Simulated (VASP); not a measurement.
OSZICAR of a VASP run on WP (relaxed from the NiAs type structure, space group P6_3/mmc):

File OSZICAR:
```
       N       E                     dE             d eps       ncg     rms          rms(c)
DAV:   1     0.235407039743E+03    0.23541E+03   -0.18473E+04  1980   0.152E+03
DAV:   2    -0.116350438305E+03   -0.35176E+03   -0.34676E+03  2149   0.457E+02
DAV:   3    -0.132409304223E+03   -0.16059E+02   -0.15623E+02  2482   0.885E+01
DAV:   4    -0.132687156585E+03   -0.27785E+00   -0.27400E+00  2283   0.117E+01
DAV:   5    -0.132693331247E+03   -0.61747E-02   -0.61223E-02  2490   0.154E+00    0.385E+01
DAV:   6    -0.124492656808E+03    0.82007E+01   -0.90425E+00  2412   0.278E+01    0.115E+01
DAV:   7    -0.120884888987E+03    0.36078E+01   -0.16557E+00  2269   0.786E+00    0.467E+00
DAV:   8    -0.122299317829E+03   -0.14144E+01   -0.12620E+00  2051   0.720E+00    0.146E+00
DAV:   9    -0.121964985505E+03    0.33433E+00   -0.18590E-01  2051   0.389E+00    0.444E-01
DAV:  10    -0.121973602590E+03   -0.86171E-02   -0.75972E-03  2374   0.688E-01    0.438E-01
DAV:  11    -0.121971652003E+03    0.19506E-02   -0.91991E-04  2290   0.286E-01    0.325E-01
DAV:  12    -0.121970124942E+03    0.15271E-02   -0.49915E-03  2037   0.575E-01    0.943E-02
DAV:  13    -0.121971666579E+03   -0.15416E-02   -0.58104E-03  2023   0.612E-01    0.811E-02
DAV:  14    -0.121971252136E+03    0.41444E-03   -0.36104E-04  2352   0.121E-01    0.586E-02
DAV:  15    -0.121973766605E+03   -0.25145E-02   -0.18703E-03  2051   0.307E-01    0.180E-02
DAV:  16    -0.121973755146E+03    0.11460E-04   -0.72200E-05  2352   0.649E-02    0.163E-02
DAV:  17    -0.121973768324E+03   -0.13178E-04   -0.20172E-06  1707   0.106E-02    0.105E-02
DAV:  18    -0.121973754554E+03    0.13770E-04   -0.57375E-06  1756   0.152E-02    0.243E-03
DAV:  19    -0.121973761675E+03   -0.71214E-05   -0.14670E-06  1119   0.109E-02    0.713E-04
DAV:  20    -0.121973757657E+03    0.40186E-05   -0.13183E-07  1029   0.358E-03    0.262E-04
DAV:  21    -0.121973759940E+03   -0.22830E-05   -0.44949E-08  1036   0.181E-03    0.126E-04
DAV:  22    -0.121973759813E+03    0.12672E-06   -0.18627E-08  1029   0.102E-03
   1 F= -.12197376E+03 E0= -.12197386E+03  d E =-.121974E+03
       N       E                     dE             d eps       ncg     rms          rms(c)
DAV:   1    -0.122411333402E+03   -0.43757E+00   -0.12707E+01  2099   0.396E+01    0.808E+00
DAV:   2    -0.122005423918E+03    0.40591E+00   -0.16741E+00  2061   0.104E+01    0.174E+00
DAV:   3    -0.121957890282E+03    0.47534E-01   -0.10468E-01  2329   0.268E+00    0.805E-01
DAV:   4    -0.121947135141E+03    0.10755E-01   -0.33810E-02  2177   0.121E+00    0.411E-01
DAV:   5    -0.121934759910E+03    0.12375E-01   -0.29526E-02  2065   0.148E+00    0.248E-01
DAV:   6    -0.121942675146E+03   -0.79152E-02   -0.32670E-02  2002   0.149E+00    0.165E-01
DAV:   7    -0.121950493578E+03   -0.78184E-02   -0.52907E-03  1953   0.627E-01    0.725E-02
DAV:   8    -0.121950585139E+03   -0.91560E-04   -0.22060E-04  2408   0.128E-01    0.347E-02
DAV:   9    -0.121950575719E+03    0.94193E-05   -0.54942E-05  2163   0.611E-02    0.650E-03
DAV:  10    -0.121950586704E+03   -0.10985E-04   -0.14121E-06  1491   0.100E-02    0.471E-03
DAV:  11    -0.121950587784E+03   -0.10796E-05   -0.88264E-07  1064   0.725E-03    0.124E-03
DAV:  12    -0.121950591519E+03   -0.37355E-05   -0.22103E-07  1015   0.395E-03    0.277E-04
DAV:  13    -0.121950590486E+03    0.10334E-05   -0.42271E-08   994   0.151E-03    0.341E-04
DAV:  14    -0.121950590613E+03   -0.12740E-06   -0.95675E-09   980   0.730E-04
   2 F= -.12195059E+03 E0= -.12195074E+03  d E =0.231692E-01
       N       E                     dE             d eps       ncg     rms          rms(c)
DAV:   1    -0.122185970414E+03   -0.23538E+00   -0.55965E+00  2068   0.257E+01    0.577E+00
DAV:   2    -0.122006830625E+03    0.17914E+00   -0.66449E-01  2032   0.690E+00    0.117E+00
DAV:   3    -0.121984326128E+03    0.22504E-01   -0.51758E-02  2317   0.190E+00    0.659E-01
DAV:   4    -0.121978660778E+03    0.56653E-02   -0.18590E-02  2281   0.889E-01    0.267E-01
DAV:   5    -0.121975002239E+03    0.36585E-02   -0.15681E-02  2114   0.105E+00    0.218E-01
DAV:   6    -0.121978742291E+03   -0.37401E-02   -0.11198E-02  2023   0.875E-01    0.110E-01
DAV:   7    -0.121980861960E+03   -0.21197E-02   -0.17318E-03  1953   0.353E-01    0.586E-02
DAV:   8    -0.121980888641E+03   -0.26680E-04   -0.13347E-04  2219   0.106E-01    0.245E-02
DAV:   9    -0.121980926816E+03   -0.38175E-04   -0.23145E-05  2191   0.434E-02    0.446E-03
DAV:  10    -0.121980918908E+03    0.79081E-05   -0.84266E-07  1379   0.762E-03    0.149E-03
DAV:  11    -0.121980919782E+03   -0.87419E-06   -0.47831E-07  1001   0.613E-03
   3 F= -.12198092E+03 E0= -.12198104E+03  d E =-.715997E-02
       N       E                     dE             d eps       ncg     rms          rms(c)
DAV:   1    -0.121989211370E+03   -0.82925E-02   -0.33186E-01  1974   0.536E+00    0.475E-01
DAV:   2    -0.121983423330E+03    0.57880E-02   -0.13018E-02  2086   0.899E-01    0.252E-01
DAV:   3    -0.121982179044E+03    0.12443E-02   -0.49022E-03  2310   0.545E-01    0.634E-02
DAV:   4    -0.121982368757E+03   -0.18971E-03   -0.63334E-04  2289   0.205E-01    0.327E-02
DAV:   5    -0.121982314798E+03    0.53959E-04   -0.39619E-04  2135   0.165E-01    0.204E-02
DAV:   6    -0.121982426387E+03   -0.11159E-03   -0.82485E-05  2177   0.693E-02    0.656E-03
DAV:   7    -0.121982438120E+03   -0.11733E-04   -0.81048E-06  2429   0.231E-02    0.251E-03
DAV:   8    -0.121982439846E+03   -0.17261E-05   -0.23128E-06  1729   0.131E-02    0.126E-03
DAV:   9    -0.121982439541E+03    0.30457E-06   -0.20302E-07   994   0.472E-03
   4 F= -.12198244E+03 E0= -.12198261E+03  d E =-.151976E-02
```

**Question.** Which electronic solver shows in the log?

**Answer.** It is blocked Davidson (ALGO = Normal, or the opening steps of other solvers). The INCAR had ALGO = Normal.

**Question.** Can the final energy be trusted as converged?

**Answer.** The run converged. It stopped with EDIFF = 1E-6, NELM = 100, NSW = 60 and EDIFFG = -0.02 after 4 ionic steps (r2SCAN meta-GGA, plane waves, VASP's PBE PAW potentials (set 64)).

The structure was generated: WP was put into the NiAs type type (P6_3/mmc), which need not be its known phase. This run relaxes it. Symmetry was kept, so distortions that lower it aren't found. The start is the result of an earlier pass.
